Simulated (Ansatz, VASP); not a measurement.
## One calculation of NbRu3C, two programs

Contents of INCAR:

```
SYSTEM = NbRu3C
ALGO = Normal
EDIFF = 1E-6
ENCUT = 520
GGA = PE
ISIF = 2
ISMEAR = 1
LASPH = .True.
LCHARG = .False.
LREAL = .False.
LWAVE = .False.
NBANDS = 38
NELM = 100
PREC = Accurate
SIGMA = 0.05
```

The input KPOINTS:

```
k-points
0
Gamma
  6 6 6
  0 0 0
```

File POSCAR:

```
NbRu3C
1.0
    3.9962260088      0.0000000000      0.0000000000
    0.0000000000      3.9962260088      0.0000000000
    0.0000000000      0.0000000000      3.9962260088
Nb Ru C
1 3 1
Direct
    0.0000000000      0.0000000000      0.0000000000
    0.0000000000      0.5000000000      0.5000000000
    0.5000000000      0.0000000000      0.5000000000
    0.5000000000      0.5000000000      0.0000000000
    0.5000000000      0.5000000000      0.5000000000
```

Input for Ansatz:

```yaml
crystal:
  lattice:
    - [3.9962260088383346, 0.0, 0.0]
    - [0.0, 3.9962260088383346, 0.0]
    - [0.0, 0.0, 3.9962260088383346]
  atoms:
    - { symbol: Nb, position: [0.0, 0.0, 0.0] }
    - { symbol: Ru, position: [0.0, 0.5, 0.5] }
    - { symbol: Ru, position: [0.5, 0.0, 0.5] }
    - { symbol: Ru, position: [0.5, 0.5, 0.0] }
    - { symbol: C, position: [0.5, 0.5, 0.5] }
basis:
  ecutwfc: 550.0
kpoints:
  mp_grid:
    grid: [6, 6, 6]
hamiltonian:
  xc: pbe
  pseudopotentials:
    kind: paw
scf:
  max_iter: 50
  convergence:
    dr2_threshold: 1.0e-09
  occupations:
    method: methfessel_paxton
    width: 0.05
output:
  stress: true
```

The cell comes from a database or a generator and needn't be the stable form of this composition.

Alike in both runs: task single point; functional PBE; k mesh 6 × 6 × 6; occupations methfessel-paxton of order 1, width 0.05 eV; no spin polarisation.

|  | VASP | Ansatz |
| --- | --- | --- |
| version | VASP 6.6.1 | Ansatz 0.2.0 |
| potentials or method | VASP PAW PBE potentials, release 64 (Nb_sv, Ru_pv, C) | plane waves, PAW |
| plane-wave cutoff (eV) | 520 | 550 |
| valence electrons in the cell | 59 | 65 |

|  | VASP | Ansatz | Ansatz less VASP |
| --- | --- | --- | --- |
| pressure (GPa) | 12.2 | 12.2 | -0.03 |

The two sets of potentials don't hold the same shells in valence. Ansatz warned: «stress_scf_threshold_loose».
